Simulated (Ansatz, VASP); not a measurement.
## AlNi: VASP beside Ansatz

Aim: how closely do two programs agree when they are given the same cell, functional and k mesh? The structure shown is the end of the Ansatz relaxation below.

Method: plane waves, with VASP 6.6.1 beside it; single point at PBEsol, in Ansatz 0.2.0.

### Step 1. Starting point

The structure is trigonal, space group R-3m (No. 166). The conventional cell has a = 3.885 Å, b = 3.885 Å, c = 5.085 Å, α = 90.00°, β = 90.00°, γ = 120.00°. Nearest to Al lie 8 Ni at 2.40 to 2.54 Å. Nearest to Ni lie 8 Al at 2.40 to 2.54 Å. Farther neighbours are not listed.

Coordinates:

```cif
data_structure
_symmetry_space_group_name_H-M 'R-3m:H'
_symmetry_Int_Tables_number 166
_cell_length_a 3.8852
_cell_length_b 3.8852
_cell_length_c 5.0847
_cell_angle_alpha 90.000
_cell_angle_beta 90.000
_cell_angle_gamma 120.000
_cell_volume 66.47
loop_
_atom_site_label
_atom_site_type_symbol
_atom_site_symmetry_multiplicity
_atom_site_Wyckoff_symbol
_atom_site_fract_x
_atom_site_fract_y
_atom_site_fract_z
_atom_site_occupancy
Al1 Al 3 a 0.00000 0.00000 0.00000 1
Ni1 Ni 3 b 0.33333 0.66667 0.16667 1
```

### Step 2. Ansatz: relaxation, PBEsol

Ansatz runs on its PAW soft_1 files.

This run makes the geometry at which the two programs are then compared.

The input, input.yaml:

```yaml
crystal:
  lattice:
    - [2.8027851225, 0.0555156077, 0.0555156077]
    - [0.0555156077, 2.8027851225, 0.0555156077]
    - [0.0555156077, 0.0555156077, 2.8027851225]
  atoms:
    - { symbol: Al, position: [0.0, 0.0, 0.0] }
    - { symbol: Ni, position: [0.5, 0.5, 0.5] }
  conventional_axes: [[1, -1, 0], [0, 1, -1], [1, 1, 1]]
kpoints:
  mp_grid: { grid: [16, 16, 16] }
hamiltonian:
  xc: pbesol
  pseudopotentials: { kind: paw, azcp: { folder: soft_1 }, xc_functional: pbe }
scf:
  occupations: { method: methfessel_paxton, width: 0.2 }
output:
  forces: true
  stress: true
  eigenvalues: true
relax:
  adjacent_minimum: "off"
  f_tol: 0.001
  max_steps: 60
  cell: { stress_tol: 0.01, fix: [a, b, gamma] }
```

Run with:

```
> ansatz run input.yaml --threads 4 --pin off --max-ram 10240MiB --backend cpu --events-out ev --progress --plain --runs-dir out
```

Numbers of over 12 decimals in the logs are rounded to 6 here.

The program printed:

```text
Engine: ansatz 0.2.0, x86_64-unknown-linux-gnu
Pseudopotentials: kind: paw
Pseudopotential: Al, paw, valence charge 3, recommended cutoff 420 eV (normal), soft_1/Al.paw.azcp
Pseudopotential: Ni, paw, valence charge 18, recommended cutoff 420 eV (normal), soft_1/Ni.paw.azcp
Functional definition: PBEsol
  exchange = pbesol_x
  correlation = pbesol_c
Crystal: 2 atoms, lattice volume = 21.992 Å³
Basis set: ecut = 420 eV, 443 PW (Γ), exchange–correlation on 40×40×40 points (8 copies of the dense FFT grid, shifted against one another)
Bands: 15, of which v1, the nominal top of the filled ones, is band 11 counted from 1 (10 counted from 0)
Symmetry: 12 space group operations
Space group: R-3m (ITA 166), of the structure as read, at distance tolerance 2.8e-5 Å
k-points: 417 of 4096
Non-local potential: Al, projectors of the file, l = 0: 2, l = 1: 2, l = 2: 1
Non-local potential: Ni, projectors of the file, l = 0: 3, l = 1: 2, l = 2: 3, l = 3: 1
PAW form: soft (Blöchl's): semilocal exchange-correlation on the pseudo side does not see the compensation charge
PAW frozen core: Al, regenerated for the run's functional, and the local potential with it (the file was generated under x = pbe(κ = 0.804, μ = 0.219515), c = pbe(β = 0.066725))
PAW frozen core: Ni, regenerated for the run's functional, and the local potential with it (the file was generated under x = pbe(κ = 0.804, μ = 0.219515), c = pbe(β = 0.066725))
PAW one-centre angular grid: Al, 110 points (default); XC on 64 Gauss nodes
PAW one-centre angular grid: Ni, 590 points (default); XC on 64 Gauss nodes
Initial density: superposition of atomic densities (chi_scale 0.1, normalization cell, long waves kept (reshape's long-wave potential 0.00 eV rms))
Initial wavefunctions: pseudopotential atomic-orbital guess
Functional: x = pbesol(κ = 0.804, μ = 0.123457), c = pbesol(β = 0.046)
SCF iter   1: F=—  HF=-6331.090581 eV  |F-HF|=—  |Δ(HF+E_count)|=         —  Δρ=6.47e-2  dr2=9.95e-1  ethr=3.10e-3  ⟨swp⟩=4.0  Hψ=27704  notcnv=0
preconditioner: auto → none  [metal: Δε(μ)=0.037 eV  Ē_g=10.728 eV  σ=0.200 eV  W_gap=0.15  n_scr=6 (ndim 8)  ℏωp=28.5 eV  f_vac=0.000  D(μ)=0.52/eV (n_scr^D=0)  sad-step TF]
SCF iter   2: F=—  HF=-6330.958549 eV  |F-HF|=—  |Δ(HF+E_count)|=   1.32e-1  S|Δr|=    0.00e0  Δρ=5.18e-2  dr2=6.55e-1  ethr=3.10e-3  ⟨swp⟩=2.0  Hψ=11099  notcnv=0  defer=96
SCF iter   3: F=—  HF=-6330.783235 eV  |F-HF|=—  |Δ(HF+E_count)|=   1.75e-1  S|Δr|=    0.00e0  Δρ=1.38e-2  dr2=4.22e-2  ethr=3.10e-3  ⟨swp⟩=2.0  Hψ=7890  notcnv=0  defer=96
SCF iter   4: F=—  HF=-6330.775065 eV  |F-HF|=—  |Δ(HF+E_count)|=   8.17e-3  S|Δr|=    0.00e0  Δρ=4.11e-3  dr2=2.01e-3  ethr=2.01e-4  ⟨swp⟩=1.2  Hψ=9484  notcnv=0  defer=112
SCF iter   5: F=—  HF=-6330.775036 eV  |F-HF|=—  |Δ(HF+E_count)|=   2.93e-5  S|Δr|=    0.00e0  Δρ=1.32e-3  dr2=1.71e-4  ethr=9.56e-6  ⟨swp⟩=2.3  Hψ=8869  notcnv=0  defer=107
SCF iter   6: F=—  HF=-6330.774976 eV  |F-HF|=—  |Δ(HF+E_count)|=   5.98e-5  S|Δr|=    0.00e0  Δρ=3.43e-4  dr2=1.21e-5  ethr=8.15e-7  ⟨swp⟩=2.4  Hψ=9228  notcnv=0  defer=107
SCF iter   7: F=—  HF=-6330.774982 eV  |F-HF|=—  |Δ(HF+E_count)|=   5.50e-6  S|Δr|=    0.00e0  Δρ=4.18e-5  dr2=1.87e-7  ethr=5.78e-8  ⟨swp⟩=2.3  Hψ=9090  notcnv=0  defer=110
SCF iter   8: F=-6330.774982 eV  HF=-6330.774982 eV  |F-HF|=1.22e-9  |Δ(HF+E_count)|=   4.97e-8  S|Δr|=    0.00e0  Δρ=2.87e-6  dr2=1.00e-9  ethr=4.76e-10  ⟨swp⟩=6.0  Hψ=28505  notcnv=0
SCF 1 converged in 8 iterations: F = -6330.774982 eV  dr2 = 1.00e-9
  greatest PAW one-centre occupation: 1.001 electrons in one spin orbital (limit 2), on the Ni atom at site 1 (counted from 0), in its partial waves of l = 1
relax step   1: F+E_penalty+E_count = -6330.77498185 eV  Δ(F+E_penalty+E_count) = +0.000e0 eV  max|allowed force component| = 5.022e-29 eV/Å  Δτ_max = 0.0000 Å  P = +13.334 GPa  Ω = 21.992 Å³  fix = [a, b, gamma]  reactions: a +18.796, b +18.796 GPa  (8 SCF iters, dr2 threshold 1.00e-7 eV, accepted)
[...]
relax step   2: F+E_penalty+E_count = -6330.77585353 eV  Δ(F+E_penalty+E_count) = -8.717e-4 eV  max|allowed force component| = 1.657e-29 eV/Å  Δτ_max = 0.0000 Å  P = +12.613 GPa  Ω = 22.071 Å³  energy of the carried Pulay correction = -2.379e-5 eV  fix = [a, b, gamma]  reactions: a +18.300, b +18.300 GPa  (3 SCF iters, dr2 threshold 2.00e-7 eV, accepted)
[...]
relax step   3: F+E_penalty+E_count = -6330.77615699 eV  Δ(F+E_penalty+E_count) = -3.035e-4 eV  max|allowed force component| = 1.346e-28 eV/Å  Δτ_max = 0.0000 Å  P = +11.864 GPa  Ω = 22.154 Å³  energy of the carried Pulay correction = -4.879e-5 eV  fix = [a, b, gamma]  reactions: a +17.777, b +17.777 GPa  (4 SCF iters, dr2 threshold 2.00e-7 eV, accepted)
[...]
relax step   4: F+E_penalty+E_count = -6330.77615654 eV  Δ(F+E_penalty+E_count) = +4.560e-7 eV  max|allowed force component| = 1.049e-29 eV/Å  Δτ_max = 0.0000 Å  P = +11.842 GPa  Ω = 22.157 Å³  energy of the carried Pulay correction = -4.955e-5 eV  fix = [a, b, gamma]  reactions: a +17.762, b +17.762 GPa  (3 SCF iters, dr2 threshold 3.36e-9 eV, accepted)
[...]
relax step   5: F+E_penalty+E_count = -6330.77620665 eV  Δ(F+E_penalty+E_count) = -5.012e-5 eV  max|allowed force component| = 1.039e-29 eV/Å  Δτ_max = 0.0000 Å  P = +11.844 GPa  Ω = 22.157 Å³  fix = [a, b, gamma]  reactions: a +17.763, b +17.763 GPa  stress off target by 6.42e-3 GPa on what of the cell is left free  SCF on the basis re-selected at this cell (its energy is not comparable with the rows above)  (6 SCF iters)
basis re-selected at this cell: Δ(F+E_penalty+E_count) = -5.012e-5 eV, ΔP = +0.002 GPa vs the last step (what re-selecting the basis moved, of the pressure what is left beyond the Pulay correction that the steps carried, after the strain that the cell walked since its last selection, with what the two solves' SCF thresholds leave and, on support functions, any second-order correction that the steps lacked; it is no m [...]
SCF converged after 6 iterations
Stability not checked: this state was not tested for a lower state beside it, because cold or Methfessel-Paxton smearing, or corrected tetrahedra, fill the levels in a way that the test cannot read (fill_not_monotonic; see scf.lower_state_search)
Free energy (F): -6330.776207 eV
Harris-Foulkes:  -6330.776207 eV  (|F-HF|=9.09e-13)
Internal energy: -6330.777656 eV  (E = F + TS)
E sigma→0 (E₀):  -6330.776569 eV
Entropy (-TS):   0.001449 eV (0.725 meV/atom)
Fermi energy:    15.071354 eV
--- Per-component energies (eV) ---
  E_band       = -316.672144
  E_kinetic    = 371.704905
  E_local      = -3639.446116  (includes V_loc(G=0)·N_el)
  E_nonlocal   = -105.212683
  E_hartree    = 1919.878331
  E_xc         = -152.817290
  E_vxc        = -178.951421  (∫ρ·V_xc dr)
  E_paw        = -2081.111208  (= ΣΔE_a)
  E_vpaw       = -604.524370  (= ΣTr[D̂ρ^β])
  E_aug_tail   = 0.000871  (compensation charges beyond the density's cutoff)
  E_ewald      = -2643.990893
  E_core_change = 0.216428  (= ΣΔE_core)
  E_smearing   = 0.001449  (= −TS)
  E_closure    = -0.000000  (closes the sum)
  Σ components = -6330.776207   (vs F -6330.776207, Δ=0.00e0)
--- Forces (eV/Å), atoms counted from 1 ---
  atom   1  Al    -0.00000000    -0.00000000     0.00000000
  atom   2  Ni     0.00000000     0.00000000     0.00000000
  max |Σ_I F_I| component: 2.13e-29 eV/Å
--- Stress (GPa, compression-positive) ---
       11.844041      -5.918812      -5.918812
       -5.918812      11.844041      -5.918812
       -5.918812      -5.918812      11.844041
  P = ⅓ Tr σ = 11.8440 GPa (118.440 kbar)
--- Band table (eV; the first three rows and the last of 417) ---
  k-point 0: bands = [... 7 lower, 13.3032, 13.3032, 13.4798, 20.7782, 20.7782, 21.1964, 23.4842, 23.4842]
  k-point 1: bands = [... 7 lower, 13.2672, 13.2933, 13.4606, 20.0515, 20.8779, 21.1792, 23.4858, 24.2620]
  k-point 2: bands = [... 7 lower, 13.1680, 13.2461, 13.4278, 18.6298, 21.1663, 21.4417, 23.4918, 25.4919]
  k-point 416: bands = [... 7 lower, 13.9958, 13.9958, 16.1546, 17.3013, 17.3013, 19.2411, 19.6993, 20.1983]
--- Relaxed structure (4 steps of the walk, 4 accepted, 1 SCFs on fresh bases) ---
  F+E_penalty+E_count = -6330.77620665 eV   max|allowed force component| = 1.039e-29 eV/Å   (the final SCF, on the basis selected at the relaxed cell)
  cell:  # Å, volume = 22.1566 Å³
    - [2.810055, 0.062786, 0.062786]
    - [0.062786, 2.810055, 0.062786]
    - [0.062786, 0.062786, 2.810055]
  atoms:
    - { symbol: Al, position: [0, 0, 0] }
    - { symbol: Ni, position: [0.5, 0.5, 0.5] }
```

The column dr2 measures how far the density is from self-consistency, as an energy; F and HF (Harris–Foulkes) agree once it is small.

### Step 3. VASP: single point, PBEsol, pair 1

The same cell, functional, mesh and smearing now go to VASP, with its own data sets.

Lines of VASP's logs that name or quote its potential files are left out, and so is its time.

The input, INCAR:

```
SYSTEM = AlNi
PREC = Accurate
ENCUT = 600
EDIFF = 1E-06
NELM = 120
ISMEAR = 1
SIGMA = 0.2
LREAL = .FALSE.
ALGO = Normal
GGA = PS
NBANDS = 12
LASPH = .TRUE.
LORBIT = 11
LWAVE = .FALSE.
LCHARG = .FALSE.
ISIF = 2
GGA_COMPAT = .FALSE.
KPAR = 2
```

The input, POSCAR:

```
AlNi
1.0
    2.8100554679      0.0627859531      0.0627859531
    0.0627859531      2.8100554679      0.0627859531
    0.0627859531      0.0627859531      2.8100554679
Al Ni
1 1
Direct
    0.0000000000      0.0000000000      0.0000000000
    0.5000000000      0.5000000000      0.5000000000
```

The input, KPOINTS:

```
Automatic mesh
0
Gamma
16 16 16
0 0 0
```

PAW data sets: Al and Ni (PBE family, release 64).

Run with:

```
> mpirun -np 2 vasp_std
```

The program printed:

```text
[banner, memory and clock lines left out]
running    2 mpi-ranks, on    1 nodes
 distrk:  each k-point on    1 cores,    2 groups
 distr:  one band on    1 cores,    1 groups

 POSCAR found type information on POSCAR AlNi
 POSCAR found :  2 types and       2 ions
|                                                                             |
|               ----> ADVICE to this user running VASP <----                  |
|                                                                             |
|     You enforced a specific xc type in the INCAR file but a different       |
|     [... a line on the potential file left out ...]
|     I HOPE YOU KNOW WHAT YOU ARE DOING!                                     |
|                                                                             |

 LDA part: xc-table for (Slater+PW92), standard interpolation
 POSCAR, INCAR and KPOINTS ok, starting setup
 FFT: planning ... GRIDC
 FFT: planning ... GRID_SOFT
 FFT: planning ... GRID
 WAVECAR not read
 entering main loop
       N       E                     dE             d eps       ncg     rms          rms(c)
DAV:   1     0.454794065885E+02    0.45479E+02   -0.62003E+03 10112   0.130E+03
DAV:   2    -0.112928804380E+02   -0.56772E+02   -0.52295E+02 10280   0.212E+02
DAV:   3    -0.131487835582E+02   -0.18559E+01   -0.18324E+01 11880   0.445E+01
DAV:   4    -0.131749352606E+02   -0.26152E-01   -0.26141E-01 11272   0.476E+00
DAV:   5    -0.131756885576E+02   -0.75330E-03   -0.75327E-03 11976   0.896E-01    0.132E+01
DAV:   6    -0.147976544477E+02   -0.16220E+01   -0.50985E+01 11144   0.116E+02    0.152E+01
DAV:   7    -0.115140090324E+02    0.32836E+01   -0.14957E+01 11252   0.689E+01    0.105E+00
DAV:   8    -0.115026834645E+02    0.11326E-01   -0.29246E-01 12172   0.628E+00    0.105E+00
DAV:   9    -0.114871964562E+02    0.15487E-01   -0.47643E-02 12184   0.326E+00    0.207E-01
DAV:  10    -0.114867551653E+02    0.44129E-03   -0.17995E-03 12392   0.657E-01    0.853E-02
DAV:  11    -0.114867572903E+02   -0.21250E-05   -0.52363E-05 11840   0.647E-02    0.299E-02
DAV:  12    -0.114867554728E+02    0.18176E-05   -0.65453E-06 11872   0.422E-02    0.409E-03
DAV:  13    -0.114867552793E+02    0.19343E-06   -0.20775E-07  6136   0.458E-03
   1 F= -.11486755E+02 E0= -.11487237E+02  d E =0.144575E-02
```

OUTCAR, selected parts (step 3):

```text
ion  position               nearest neighbor table
   1  0.000  0.000  0.000-   2 2.40   2 2.40   2 2.40   2 2.40   2 2.40   2 2.40   2 2.54   2 2.54

  LATTYP: Found a trigonal (rhomboedric) cell.
 ALAT       =     2.8114579642
 COS(alpha) =     0.0451407820

 Subroutine GETGRP returns: Found 12 space group operations
 (whereof 12 operations were pure point group operations)

The static configuration has the point symmetry D_3d.

 Found    417 irreducible k-points:

   k-points           NKPTS =    417   k-points in BZ     NKDIM =    417   number of bands    NBANDS=     12

   dimension x,y,z NGX =    24 NGY =   24 NGZ =   24
   dimension x,y,z NGXF=    48 NGYF=   48 NGZF=   48

   ENCUT  =  600.0 eV  44.10 Ry    6.64 a.u.   5.62  5.62  5.62*2*pi/ulx,y,z

   NELECT =      13.0000    total number of electrons

 k-points in reciprocal lattice and weights: Automatic mesh
   0.00000000  0.00000000  0.00000000       0.000
   0.06250000 -0.00000000 -0.00000000       0.001
   0.12500000 -0.00000000 -0.00000000       0.001
   0.18750000 -0.00000000 -0.00000000       0.001
   0.25000000 -0.00000000 -0.00000000       0.001
   0.31250000 -0.00000000 -0.00000000       0.001
   0.37500000 -0.00000000 -0.00000000       0.001
   0.43750000 -0.00000000 -0.00000000       0.001
   0.50000000 -0.00000000 -0.00000000       0.001
[...]
-0.43750000  0.50000000  0.43750000       0.001
   0.50000000  0.50000000  0.50000000       0.000

 average (electrostatic) potential at core
       1 -68.6475       2 -80.4751

 E-fermi :  10.9292

 k-point     1 :       0.0000    0.0000    0.0000
  band No.  band energies     occupation
    ...
      2       7.3177      2.00000
      3       7.3177      2.00000
      4       9.1510      2.00000
      5       9.1510      2.00000
      6       9.3283      2.00000
      7      16.6651      0.00000
      8      16.6651      0.00000
      9      17.0823      0.00000
     10      19.3753      0.00000
     11      19.3753      0.00000
    ...

 k-point     2 :       0.0625   -0.0000   -0.0000
  band No.  band energies     occupation
    ...
      2       7.3138      2.00000
      3       7.3366      2.00000
      4       9.1154      2.00000
      5       9.1413      2.00000
      6       9.3093      2.00000
      7      15.9333      0.00000
      8      16.7645      0.00000
      9      17.0651      0.00000
     10      19.3774      0.00000
     11      20.1588      0.00000
    ...

 k-point     3 :       0.1250   -0.0000   -0.0000
  band No.  band energies     occupation
    ...
      2       7.2882      2.00000
      3       7.3909      2.00000
      4       9.0171      2.00000
      5       9.0948      2.00000
      6       9.2765      2.00000
      7      14.5054     -0.00000
      8      17.0531      0.00000
      9      17.3280      0.00000
     10      19.3849      0.00000
     11      21.3965      0.00000
    ...

  Total        1.6587287      1.6587287      1.6587287     -0.8197570     -0.8197570     -0.8197570
  in kB      119.9450937    119.9450937    119.9450937    -59.2778270    -59.2778270    -59.2778270
  external PRESSURE =     119.9450937 kB  Pullay stress =       0.0000000 kB

  energy-cutoff  :      600.00
  volume of cell :       22.16
      direct lattice vectors                 reciprocal lattice vectors
     2.810055468  0.062785953  0.062785953     0.356212748 -0.007785030 -0.007785030
     0.062785953  2.810055468  0.062785953    -0.007785030  0.356212748 -0.007785030
     0.062785953  0.062785953  2.810055468    -0.007785030 -0.007785030  0.356212748

 POSITION                                       TOTAL-FORCE (eV/Angst)
 -----------------------------------------------------------------------------------
      0.00000      0.00000      0.00000        -0.000000      0.000000      0.000000
      1.46781      1.46781      1.46781         0.000000     -0.000000      0.000000
 -----------------------------------------------------------------------------------
    total drift:                                0.000000      0.000000     -0.000000

  FREE ENERGIE OF THE ION-ELECTRON SYSTEM (eV)
  ---------------------------------------------------
  free  energy   TOTEN  =       -11.4867552793 eV

  energy  without entropy=      -11.4882010293  energy(sigma->0) =      -11.48723720

 total charge
# of ion       s       p       d       tot
------------------------------------------
    1        0.393   0.449   0.000   0.842
    2        0.514   0.590   8.522   9.626
--------------------------------------------------
tot          0.907   1.039   8.522  10.468

[... 3 further parts left out ...]
```

This run has no spin polarisation, so a moment on Ni, if there is one, isn't seen. Its electron count is odd, so without a moment it is a metal by construction.

### Step 4. Differences

Known differences besides the potentials themselves: the data sets hold 21 valence electrons in Ansatz (on its PAW soft_1 files) and 13 in VASP; the cutoff is 420 eV in Ansatz and 600 eV in VASP; Ansatz makes its cores anew for this functional, VASP keeps those of its PBE data sets; Ansatz's pressure holds a Pulay correction, VASP's none. Total energies have different zeros and are not compared.

Compared:

```
      quantity  Ansatz   VASP  difference
pressure (GPa)   11.84  11.99       -0.15
```

### Step 5. Ansatz: relaxation, PBEsol

This run makes the geometry at which the two programs are then compared. The cell compared in this pair holds 22.45 Å³, against 22.16 Å³ for the pair before.

The structure compared here is the end of the Ansatz relaxation.

Edit input.yaml of step 2 so:

```diff
@@ -2,5 +2,5 @@
   lattice:
-    - [2.8027851225, 0.0555156077, 0.0555156077]
-    - [0.0555156077, 2.8027851225, 0.0555156077]
-    - [0.0555156077, 0.0555156077, 2.8027851225]
+    - [2.8154830173, 0.0395961118, 0.0395961118]
+    - [0.0395961118, 2.8154830173, 0.0395961118]
+    - [0.0395961118, 0.0395961118, 2.8154830173]
   atoms:
```

Run with:

```
> ansatz run input.yaml --threads 4 --pin off --max-ram 10240MiB --backend cpu --events-out ev --progress --plain --runs-dir out
```

The program printed:

```text
[...]
Crystal: 2 atoms, lattice volume = 22.305 Å³
Basis set: ecut = 420 eV, 443 PW (Γ), exchange–correlation on 40×40×40 points (8 copies of the dense FFT grid, shifted against one another)
Bands: 15, of which v1, the nominal top of the filled ones, is band 11 counted from 1 (10 counted from 0)
Symmetry: 12 space group operations
[...]
k-points: 417 of 4096
[...]
k-point 416: bands = [... 7 lower, 13.7832, 13.7832, 16.1644, 16.9738, 16.9738, 19.1416, 19.2509, 19.8126]
--- Relaxed structure (4 steps of the walk, 4 accepted, 1 SCFs on fresh bases) ---
[...]
cell:  # Å, volume = 22.4526 Å³
    - [2.821863, 0.045976, 0.045976]
    - [0.045976, 2.821863, 0.045976]
    - [0.045976, 0.045976, 2.821863]
  atoms:
    - { symbol: Al, position: [0, 0, 0] }
    - { symbol: Ni, position: [0.500000, 0.500000, 0.500000] }
[key lines of the parts left out:]
SCF converged after 6 iterations
Free energy (F): -6330.820393 eV
Fermi energy:    14.834997 eV
P = ⅓ Tr σ = 8.6064 GPa (86.064 kbar)
```

(Continued in part 2 of 2.)

[Lines on the potential files, build, host, timing and source positions are cut from VASP's logs without a mark.]

[Logs are printed without paths, hosts, clocks, repeated set-up lines and the standing remarks that a program may print on its own settings, such as how far it seeks lower states.]

[Hosts, paths, dates, database ids (printed as entryN), source tags and the programs' standing remarks are cut or masked in the printed files.]
